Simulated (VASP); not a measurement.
A cell of KF (rock salt) near equilibrium:

```
KF
1.0
    0.00000     2.65895     2.65895
    2.65895     0.00000     2.65895
    2.65895     2.65895     0.00000
K F
1 1
Cartesian
  0.00000   0.00000   0.00000
  2.65895   2.65895   2.65895
```

Calculation: r2SCAN meta-GGA, VASP's PBE PAW potentials (set 64) (plane waves; VASP).

```json
[
 {"run": "as it is", "ΔE (meV/atom)": "0.0", "σxx": "-0.04", "σyy": "-0.04", "σzz": "-0.04", "largest shear component, with its sign (GPa)": "0.00", "gap (eV)": "6.91"},
 {"run": "after one change", "ΔE (meV/atom)": "0.7", "σxx": "0.81", "σyy": "0.11", "σzz": "0.11", "largest shear component, with its sign (GPa)": "0.00", "gap (eV)": "6.95"}
]
```
Stress is in GPa, positive when the cell is compressed; gaps are those on the k-mesh, and 0.00 means metallic.

Q: What was changed between the two runs?
A) shear strain γ_xz = -2.0 %
B) uniaxial strain of -1.0 % along x
C) uniaxial strain of -4.0 % along z
D) uniaxial strain of -3.0 % along y

A: B, uniaxial strain of -1.0 % along x

The compound is KF in the rock salt structure.
